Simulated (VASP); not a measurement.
Consider the following.

```yaml
crystal:
  lattice:
    - [1.95967, -3.39425, 0.00000]
    - [1.95967, 3.39425, 0.00000]
    - [0.00000, 0.00000, 6.10503]
  atoms:
    - { symbol: La, position: [0.33333, 0.66667, 0.24583] }
    - { symbol: La, position: [0.66667, 0.33333, 0.75417] }
    - { symbol: O, position: [0.00000, 0.00000, 0.00000] }
    - { symbol: O, position: [0.33333, 0.66667, 0.64622] }
    - { symbol: O, position: [0.66667, 0.33333, 0.35378] }
```

The numbers are results of PBE GGA with D3 dispersion (zero damping), VASP's PBE PAW potentials (set 64) (plane waves; VASP), not measurements. Settings: 520 eV cut-off, Gaussian smearing of 0.050 eV, potentials La O.

Give the energies of bands 12 to 23 at the high-symmetry points, in eV from the valence-band maximum.

```
band      Γ      M      K      A      L      H
----  -----  -----  -----  -----  -----  -----
12    -2.40  -2.22  -1.60  -2.73  -2.99  -2.30
13    -2.40  -2.01  -1.60  -2.73  -2.16  -2.30
14    -2.20  -1.94  -1.59  -2.62  -1.50  -1.69
15    -2.20  -1.27  -1.29  -1.90  -1.20  -1.38
16    -2.09  -0.74  -1.29  -1.90  -0.98  -1.38
17    -1.67  -0.73  -0.83  -1.00  -0.94  -0.56
18    -0.39  -0.65  -0.83  -0.80  -0.71  -0.28
19    -0.39  -0.41  -0.81  -0.29  -0.36  -0.28
20    -0.12  -0.30  -0.09  -0.29   0.00  -0.22
21     4.35   3.87   3.88   4.73   4.43   4.28
22     4.62   4.74   4.77   4.75   4.66   4.87
23     4.62   5.21   4.77   4.75   5.09   4.96
```

The gap is indirect, 3.87 eV, from the valence maximum at H-A at 0.22 to the conduction minimum at M.

The compound is La2O3 in the a-type structure. It was relaxed first.
